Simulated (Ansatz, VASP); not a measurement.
One calculation of Mg3C, two programs

```
CELL_PARAMETERS angstrom
0.00000 3.23133 3.23133
3.23133 0.00000 3.23133
3.23133 3.23133 0.00000
ATOMIC_POSITIONS crystal
Mg 0.25000 0.25000 0.25000
Mg 0.75000 0.75000 0.75000
Mg 0.00000 0.00000 0.00000
C 0.50000 0.50000 0.50000
```

Alike in both runs: task relaxation of cell and atoms; functional PBE; k mesh 12 × 12 × 12; occupations gaussian, width 0.1 eV; no spin polarisation.

|  | VASP | Ansatz |
| --- | --- | --- |
| version | VASP 6.6.1 | Ansatz 0.2.0 |
| potentials or method | VASP PAW PBE potentials, release 64 (Mg, C) | scalar-relativistic, plane waves, PAW |
| plane-wave cutoff (eV) | 600 | 420 |
| valence electrons in the cell | 10 | 34 |

```csv
,VASP,Ansatz,Ansatz less VASP
"gap on the k mesh at the Fermi level, each at its own relaxed structure (eV)",none,none,-
relaxed volume (Å³/atom),16.94,16.99,+0.050
relaxed cell length with the largest relative difference (Å),4.576,4.581,+0.0045
```

A gap of «none» marks a metal or a gap that the smearing closes. The two sets of potentials don't hold the same shells in valence.
